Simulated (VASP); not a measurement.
Consider the following.

```
CELL_PARAMETERS angstrom
      0.00000     2.95688     2.95688
      2.95688     0.00000     2.95688
      2.95688     2.95688     0.00000
ATOMIC_POSITIONS crystal
  Pb 0.00000 0.00000 0.00000
  S  0.50000 0.50000 0.50000
```

All values below come from PBE GGA, VASP's PBE PAW potentials (set 64) (plane waves; VASP). Numerical set-up: 480 eV cut-off, 8×8×8 Γ-centred mesh, Gaussian smearing of 0.050 eV, potentials Pb_d S.

Problem. Give the stress tensor in GPa (positive for a compressed cell).

Solution. 
```
2.74  0.00  0.00
0.00  2.74  0.00
0.00  0.00  2.74
```
The pressure is its mean diagonal, 2.74 GPa.

The compound is PbS in the rock salt structure. This cell was strained or had an atom moved on purpose.
